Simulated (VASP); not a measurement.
Set up this calculation in VASP 6.6.1, as the native input.

| Quantity | Value |
| --- | --- |
| Task | single point |
| Functional | HSE06 |
| Potentials or basis | VASP PAW PBE potentials, release 64 (Ga_d, C, N) |
| Cutoff | 400 eV |
| k mesh | 1 × 1 × 1 |
| Occupations | gaussian, width 0.01 eV |
| Spin | no spin polarisation |
| Grid for exact exchange (PRECFOCK) | Fast |
| Screening parameter | 0.2 1/A |
| Further INCAR settings | PREC = Normal; LREAL = Auto; ALGO = Normal; EDIFF = 1e-06; NELECT = 430.0 |

Ga24CN23 (a cell with a defect):

```
Ga C N
1.0
    -3.21772   -5.57326    5.24406
     6.43545    0.00000    5.24406
    -3.21773    5.57326    5.24406
Ga C N
24 1 23
Cartesian
  -1.6100 -0.9241 10.4846
  -0.0072 -3.7012 5.2532
  3.2142 1.8543 5.2470
  1.6192 -0.9251 10.4965
  -4.8330 -0.9192 10.4929
  -0.0055 1.8511 5.2525
  0.0082 1.8624 10.4923
  3.2178 -3.7039 10.4842
  1.6017 -0.9291 5.2405
  -3.2120 1.8575 5.2412
  1.6083 4.6486 10.4813
  -1.6102 -0.9238 5.2446
  0.0082 -1.8564 7.8949
  -1.6140 0.9452 7.8961
  1.6183 -4.6411 7.8706
  3.2212 -1.8602 7.8605
  -3.2272 -1.8603 7.8960
  -1.6123 -4.6355 7.8737
  1.6049 0.9274 7.8731
  -4.8225 0.9321 7.8738
  -0.0057 3.7290 7.8708
  4.8171 0.9337 7.8607
  3.2097 3.7108 7.8704
  0.0011 -1.8455 2.6179
  -1.6094 -0.9240 7.2008
  -3.2217 1.8681 7.2131
  0.0023 -3.7169 7.2252
  1.6137 -0.9268 7.2120
  1.6013 -0.9259 12.4688
  -3.2216 -3.7153 7.2122
  0.0014 1.8664 7.2246
  0.0051 1.8584 12.4611
  -1.6108 4.6548 7.2178
  3.2106 1.8583 7.2158
  -1.6107 -0.9249 12.4598
  4.8255 -0.9238 7.2056
  0.0122 -1.8598 9.8626
  -1.6112 0.9489 9.8629
  1.6098 -4.6401 9.8383
  3.2082 -1.8582 9.8132
  -3.2309 -1.8624 9.8629
  1.6049 0.9313 4.5990
  1.6112 0.9299 9.8430
  -4.8261 0.9355 9.8436
  -0.0011 3.7199 9.8386
  -1.6090 0.9433 4.5695
  3.2163 3.7177 9.8385
  0.0068 -1.8586 4.5703
```

One way to write it, as run:

POSCAR

```
Ga24CN23                                
1.0
   -3.2177240000     -5.5732640000      5.2440550000
    6.4354500000      0.0000000000      5.2440550000
   -3.2177260000      5.5732640000      5.2440550000
  Ga              C               N             
    24     1    23
Direct
     0.8327388422374357    0.4996589981486945    0.6669334657308904
     0.6663427327345502    0.3331670203557963    0.0022423115791328
     0.0006807258124866    0.6664944541701447    0.3333921153074997
     0.6663267803737201    0.8349379026921067    0.5003383730138217
     0.9997700433563208    0.1663106779291635    0.8348377462355709
     0.1680826546642939    0.3333070872144522    0.5002276302209524
     0.4994267170223345    0.6677823506385135    0.8335950454078808
     0.8320423537952774    0.9997591749960653    0.1674521011301863
     0.3334979389345623    0.4990257243286727    0.1667908160803466
     0.3328816722367014    0.0004130503089404    0.6661700690379551
     0.1658816068749338    0.8328467587363744    0.9999774848901442
     0.4996511353185032    0.1665676668661549    0.3338868242261825
     0.6679511980436832    0.5026880419047854    0.3348646383904746
     0.5007084868858078    0.3347085995099424    0.6703052911941089
     0.8328313504041432    0.6679301591864955    0.0000948123693288
     0.4996854611604934    0.8333418033639547    0.1659141513598177
     0.8359564157775006    0.1675910632761121    0.5021623280744660
     0.9998637133567030    0.3334591508648648    0.1681299528380286
     0.3341182634910962    0.6666957097556990    0.5005154594374699
     0.6666517390903830    0.0009071701764392    0.8339047208592075
     0.1660510898258035    0.4997099019886438    0.8351442206354871
     0.1663817458870352    0.9986781286452361    0.3339142668647044
     0.0011172804569168    0.8327754460841745    0.6669329680933385
     0.3319153815986103    0.1665216654187940    0.0007749482688785
     0.6239698174290853    0.2909854108709164    0.4581729412858584
     0.4577656925723347    0.1247485253894270    0.7929579878224792
     0.7926008623729345    0.4594980829463554    0.1256932737697514
     0.4579877982133984    0.6255973269047062    0.2916902833720772
     0.7926868735900882    0.9584528917457871    0.6265594066617796
     0.9586142691150983    0.1246980208865253    0.2919916921343205
     0.2917106161937484    0.4593683214968645    0.6265945020589536
     0.6250845537863012    0.7926089367302978    0.9585346643506257
     0.1246265113710504    0.2919261266603239    0.9598240723865564
     0.1256579067889515    0.7912581811140940    0.4590868675032233
     0.9583960914430264    0.6251373355507062    0.7924429860170125
     0.2909552123871573    0.9579048622386851    0.1251978787725416
     0.7931226655592355    0.6281646410550719    0.4594260860082190
     0.6252555590991333    0.4600158267296292    0.7955134584940206
     0.9582603189869703    0.7921227328509711    0.1257004022762349
     0.6243071820641135    0.9561104028191704    0.2908865313833410
     0.9613625493944890    0.2922268062175210    0.6271942725246833
     0.1256564480300276    0.4585870388230247    0.2927504759040533
     0.4587804089772637    0.7925719371898716    0.6256228971088506
     0.7917458824905831    0.1257509838064991    0.9596077421650738
     0.2917113467224960    0.6252642758364835    0.9591632476153846
     0.2891643276902644    0.1237780570353259    0.4584273685894822
     0.1252557488718569    0.9585574482189688    0.7923125306911648
     0.4568964275110870    0.2912150203225500    0.1234106198584404
```

INCAR.step1

```
PREC     = Normal         # precision mode
ENCUT    = 400            # plane-wave cutoff, eV
EDIFF    = 1E-5           # SCF threshold, eV
ISMEAR   = 0              # smearing method
SIGMA    = 0.01           # smearing width, eV
LREAL    = Auto         
LASPH    = T              # aspherical terms in the spheres
NELM     = 80             # most SCF steps
ALGO     = Normal         # electronic algorithm
ISIF     = 2              # what is computed and relaxed
LWAVE    = T              # write WAVECAR
LCHARG   = F              # write CHGCAR
ICORELEVEL= 1            
NELECT   = 430.0        
GGA      = PE             # functional
```

INCAR.step2

```
PREC     = Normal         # precision mode
ENCUT    = 400            # plane-wave cutoff, eV
EDIFF    = 1E-6           # SCF threshold, eV
ISMEAR   = 0              # smearing method
SIGMA    = 0.01           # smearing width, eV
LREAL    = Auto         
LASPH    = T              # aspherical terms in the spheres
NELM     = 80             # most SCF steps
ALGO     = Normal         # electronic algorithm
ISIF     = 2              # what is computed and relaxed
LWAVE    = F              # write WAVECAR
LCHARG   = F              # write CHGCAR
GGA      = PE             # functional
LHFCALC  = T              # exact exchange
HFSCREEN = 0.2            # screening, 1/A
PRECFOCK = Fast         
ICORELEVEL= 1            
NELECT   = 430.0        
ISTART   = 1
```

KPOINTS

```
Automatic mesh
0
Gamma
  1 1 1
```

Potentials or basis: VASP PAW PBE potentials, release 64 (Ga_d, C, N).

Launch:

```console
$ cat potpaw_PBE.64/Ga_d/POTCAR potpaw_PBE.64/C/POTCAR potpaw_PBE.64/N/POTCAR > POTCAR
$ cp INCAR.step1 INCAR
$ mpirun -np 8 vasp_gam > vasp.out
$ cp INCAR.step2 INCAR
$ mpirun -np 8 vasp_gam > vasp.out
```

It gave:

| Quantity | Value |
| --- | --- |
| Largest force | 0.812 eV/Å |
| Band gap on the k mesh | 0.42 eV, direct |

Caveat: the cell is charged against a uniform background, so pressure and absolute levels hang on convention; the PAW data sets were made with another functional, which shifts forces and pressure a little.

Run time: 3.7 min on 8 MPI ranks on Intel(R) Xeon(R) Platinum 8488C (Sapphire Rapids), with other jobs on the host, peak memory 0.35 GiB a rank.
